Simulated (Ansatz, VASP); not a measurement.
## SnAs: VASP beside Ansatz

```
CELL_PARAMETERS angstrom
0.00000 2.87687 2.87687
2.87687 0.00000 2.87687
2.87687 2.87687 0.00000
ATOMIC_POSITIONS crystal
Sn 0.50000 0.50000 0.50000
As 0.00000 0.00000 0.00000
```

Change from the starting cell: volume scaled by 1, PAW files.

Alike in both runs: task single point; functional LDA; k mesh 11 × 11 × 11; occupations fermi-dirac, width 0.05 eV; no spin polarisation.

|  | VASP | Ansatz |
| --- | --- | --- |
| version | VASP 6.6.1 | Ansatz 0.2.0 |
| potentials or method | VASP PAW LDA potentials, release 64 (Sn_d, As) | PAW with Ansatz's default frozen-core files, scalar-relativistic |
| plane-wave cutoff (eV) | 520 | 420 |
| valence electrons in the cell | 19 | 29 |

Ansatz gave:

| Property | Result |
| --- | --- |
| pressure (GPa) | -3.1 |

Task: What did VASP give for the same quantities?

Result: Pressure (GPa): -3.0.

The two sets of potentials don't hold the same shells in valence.
